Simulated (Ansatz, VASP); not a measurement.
## One calculation of YSe, two programs

```
Y Se
1.0
     0.00000    2.88455    2.88455
     2.88455    0.00000    2.88455
     2.88455    2.88455    0.00000
Y Se
1 1
Direct
  0.00000 0.00000 0.00000
  0.50000 0.50000 0.50000
```

Change from the starting cell: volume scaled by 1.01, crystal datasets.

Alike in both runs: task electric field gradients; functional LDA; k mesh 7 × 7 × 7; occupations fermi-dirac, width 0.03 eV; no spin polarisation.

|  | VASP | Ansatz |
| --- | --- | --- |
| version | VASP 6.6.1 | Ansatz 0.2.0 |
| potentials or method | VASP PAW LDA potentials, release 64 (Y_sv, Se), cutoff 520 eV | all-electron PAW with datasets made for the crystal, scalar-relativistic |

```csv
,VASP,Ansatz,Ansatz less VASP
pressure (GPa),-5.2,-5.3,-0.13
Vzz of the field gradient on the site that differs most (V/Å²),0.0,0.0,0.00
```

Ansatz ran all-electron here, so the differences hold the error of VASP's frozen core and of both bases. Ansatz warned: «gradients_without_spin_orbit».
